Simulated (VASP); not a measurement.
Output of a VASP run:

**OUTCAR**
```
 ion  position               nearest neighbor table
   1  0.500  0.500  0.500-   2 2.75   2 2.75   2 2.75   2 2.75   2 2.75   2 2.75   2 2.75   2 2.75
  LATTYP: Found a simple cubic cell.
 ALAT       =     3.1771996370
 Subroutine PRICEL returns:
 Original cell was already a primitive cell.
 Subroutine GETGRP returns: Found 48 space group operations
The static configuration has the point symmetry O_h .
The dynamic configuration has the point symmetry O_h .
 Subroutine INISYM returns: Found 48 space group operations
 Subroutine IBZKPT returns following result:
 Found     56 irreducible k-points:

 Following reciprocal coordinates:
            Coordinates               Weight
  0.000000  0.000000  0.000000      1.000000
  0.100000  0.000000  0.000000      6.000000
  0.200000  0.000000  0.000000      6.000000
  0.300000  0.000000  0.000000      6.000000
  0.400000  0.000000  0.000000      6.000000
  0.500000  0.000000  0.000000      3.000000
  0.100000  0.100000  0.000000     12.000000
  0.200000  0.100000  0.000000     24.000000
  0.300000  0.100000  0.000000     24.000000
  0.400000  0.100000  0.000000     24.000000
  0.500000  0.100000  0.000000     12.000000
  0.200000  0.200000  0.000000     12.000000
  0.300000  0.200000  0.000000     24.000000
  0.400000  0.200000  0.000000     24.000000
  0.500000  0.200000  0.000000     12.000000
  0.300000  0.300000  0.000000     12.000000
  0.400000  0.300000  0.000000     24.000000
  0.500000  0.300000  0.000000     12.000000
  0.400000  0.400000  0.000000     12.000000
  0.500000  0.400000  0.000000     12.000000
  0.500000  0.500000  0.000000      3.000000
  0.100000  0.100000  0.100000      8.000000
  0.200000  0.100000  0.100000     24.000000
  0.300000  0.100000  0.100000     24.000000
  0.400000  0.100000  0.100000     24.000000
  0.500000  0.100000  0.100000     12.000000
  0.200000  0.200000  0.100000     24.000000
  0.300000  0.200000  0.100000     48.000000
  0.400000  0.200000  0.100000     48.000000
  0.500000  0.200000  0.100000     24.000000
  0.300000  0.300000  0.100000     24.000000
  0.400000  0.300000  0.100000     48.000000
  0.500000  0.300000  0.100000     24.000000
  0.400000  0.400000  0.100000     24.000000
  0.500000  0.400000  0.100000     24.000000
  0.500000  0.500000  0.100000      6.000000
  0.200000  0.200000  0.200000      8.000000
  0.300000  0.200000  0.200000     24.000000
  0.400000  0.200000  0.200000     24.000000
  0.500000  0.200000  0.200000     12.000000
   k-points           NKPTS =     56   k-points in BZ     NKDIM =     56   number of bands    NBANDS=     15
   number of dos      NEDOS =    301   number of ions     NIONS =      2
   total plane-waves  NPLWV =  13824
   dimension x,y,z NGX =    24 NGY =   24 NGZ =   24
   dimension x,y,z NGXF=    48 NGYF=   48 NGZF=   48
   ions per type =               1   1
   PREC   = accura    normal or accurate (medium, high low for compatibility)
   ISTART =      0    job   : 0-new  1-cont  2-samecut
   ICHARG =      2    charge: 1-file 2-atom 10-const
   ISPIN  =      1    spin polarized calculation?
   LNONCOLLINEAR =      F non collinear calculations
   LSORBIT =      F    spin-orbit coupling
   INIWAV =      1    electr: 0-lowe 1-rand  2-diag
   ENCUT  =  480.0 eV  35.28 Ry    5.94 a.u.   5.68  5.68  5.68*2*pi/ulx,y,z
   NELM   =    100;   NELMIN=  2; NELMDL= -5     # of ELM steps
   EDIFF  = 0.1E-06   stopping-criterion for ELM
   LREAL  =      F    real-space projection
   NLSPLINE    = F    spline interpolate recip. space projectors
   LMAXMIX     =    6 max onsite mixed and CHGCAR
   VOSKOWN=      0    Vosko Wilk Nusair interpolation
   EDIFFG = -.1E-01   stopping-criterion for IOM
   NSW    =     40    number of steps for IOM
   NBLOCK =      1;   KBLOCK =     40    inner block; outer block
   IBRION =      2    ionic relax: 0-MD 1-quasi-New 2-CG
   NFREE  =      1    steps in history (QN), initial steepest desc. (CG)
...
```

OSZICAR:
```
       N       E                     dE             d eps       ncg     rms          rms(c)
DAV:   1     0.119835222779E+03    0.11984E+03   -0.11414E+04  1719   0.187E+03
DAV:   2    -0.119394674330E+01   -0.12103E+03   -0.11753E+03  1764   0.331E+02
DAV:   3    -0.517263257609E+01   -0.39787E+01   -0.39683E+01  2037   0.697E+01
DAV:   4    -0.519668379603E+01   -0.24051E-01   -0.24049E-01  1953   0.461E+00
DAV:   5    -0.519697459241E+01   -0.29080E-03   -0.29080E-03  2058   0.523E-01    0.791E+00
DAV:   6    -0.478140286660E+01    0.41557E+00   -0.14683E+00  1722   0.144E+01    0.509E+00
DAV:   7    -0.475708903268E+01    0.24314E-01   -0.33350E-02  2251   0.408E+00    0.275E+00
DAV:   8    -0.474890382152E+01    0.81852E-02   -0.10382E-02  1929   0.122E+00    0.149E-01
DAV:   9    -0.474893463643E+01   -0.30815E-04   -0.40827E-04  1899   0.246E-01    0.777E-02
DAV:  10    -0.474894650060E+01   -0.11864E-04   -0.51255E-05  2118   0.136E-01    0.178E-02
DAV:  11    -0.474894636428E+01    0.13632E-06   -0.14551E-05  1946   0.981E-02    0.403E-03
DAV:  12    -0.474894630375E+01    0.60531E-07   -0.35255E-07  1806   0.130E-02
   1 F= -.45487653E+01 E0= -.45486588E+01  d E =-.454877E+01
```

**OUTCAR**
```
------------------------ aborting loop because EDIFF is reached ----------------------------------------
  FORCE on cell =-STRESS in cart. coord.  units (eV):
  Direction    XX          YY          ZZ          XY          YZ          ZX
  --------------------------------------------------------------------------------------
  Total        0.1816211      0.1816211      0.1816211      0.0000000      0.0000000      0.0000000
  in kB        9.0728439      9.0728439      9.0728439      0.0000000      0.0000000      0.0000000
  external PRESSURE =      -0.9271561 kB  Pullay stress =      10.0000000 kB
  volume of cell :       32.07
      direct lattice vectors                 reciprocal lattice vectors
     3.177199637  0.000000000  0.000000000     0.314742577  0.000000000  0.000000000
     0.000000000  3.177199637  0.000000000     0.000000000  0.314742577  0.000000000
     0.000000000  0.000000000  3.177199637     0.000000000  0.000000000  0.314742577
 POSITION                                       TOTAL-FORCE (eV/Angst)
 -----------------------------------------------------------------------------------
      1.58860      1.58860      1.58860         0.000000      0.000000      0.000000
      0.00000      0.00000      0.00000         0.000000      0.000000      0.000000
 -----------------------------------------------------------------------------------
    total drift:                                0.000000      0.000000     -0.000000
  FREE ENERGIE OF THE ION-ELECTRON SYSTEM (eV)
  ---------------------------------------------------
  free  energy   TOTEN  =        -4.7489463037 eV

  energy  without entropy=       -4.7486270325  energy(sigma->0) =       -4.74883988
  enthalpy is  TOTEN    =        -4.5487652687 eV   P V=        0.2001810350

 reached required accuracy - stopping structural energy minimisation
```
(Selected blocks of OUTCAR.)

File POSCAR:
```
AuZn
1
    3.1771996370    -0.0000000000     0.0000000000
    0.0000000000     3.1771996370    -0.0000000000
   -0.0000000000    -0.0000000000     3.1771996370
Zn Au
1 1
Direct
  0.5000000000   0.5000000000   0.5000000000
  0.0000000000   0.0000000000   0.0000000000
```

Reconstruct the remaining input files.

This is not unique; one that fits is the input of the run itself, PBE GGA, plane waves, VASP's PBE PAW potentials (set 64).

### INCAR
```
LMAXMIX  =  6   # l cut-off of mixed one-centre charges
LCHARG  =  .FALSE.
NELM  =  100   # most electronic steps
NSW  =  40   # most ionic steps
LWAVE  =  .FALSE.
ISMEAR  =  1
IBRION  =  2   # conjugate gradients
GGA  =  PE
EDIFF  =  1E-7
ALGO  =  Normal
PSTRESS  =  10   # kbar
SYSTEM  =  AuZn
LREAL  =  .FALSE.   # projection in real space or not
EDIFFG  =  -0.01   # ionic stop
SIGMA  =  0.1   # width (eV)
LASPH  =  .TRUE.
PREC  =  Accurate
ISIF  =  3   # ions, shape and volume
ENCUT  =  480
```

File KPOINTS:
```
kpoints
0
G
 10 10 10
```

POTCAR, in this order: Zn Au (PBE.64 set). Program: vasp_std.

The compound is AuZn in the CsCl type structure. It was relaxed first under an external pressure of 1 GPa. The electron count is odd and the run is not spin-polarised, which forces a metal.
